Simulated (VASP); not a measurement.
Input:

```xyz
1
Lattice="0.0000 2.7626 2.7626 2.7626 0.0000 2.7626 2.7626 2.7626 0.0000" Properties=species:S:1:pos:R:3 pbc="T T T"
Ca     0.0000     0.0000     0.0000
```

The numbers are results of PBE GGA, VASP's PBE PAW potentials (set 64) (plane waves; VASP 6.6.1), not measurements. Settings: 480 eV cut-off, 10×10×10 Γ-centred mesh, first-order Methfessel-Paxton smearing of 0.10 eV, potentials Ca_sv.

Each relaxation starts from this cell; other phases were not tried.

The cell is relaxed at 1 GPa. What happens?

The volume per atom goes from 42.17 to 40.11 Å³ (-4.9 %), and the cell becomes a = b = c = 5.434 Å, α = β = γ = 90.00°, space group Fm-3m.

The cell is relaxed at 20 GPa. What happens?

The volume per atom goes from 42.17 to 25.20 Å³ (-40.2 %), and the cell becomes a = 4.654 Å, b = 4.654 Å, c = 4.654 Å, α = 90.00°, β = 90.00°, γ = 90.00°, space group Fm-3m.

Failed runs are left out, and for metals the shear rows, which the mesh's noise covers.

The compound is Ca in the fcc structure.
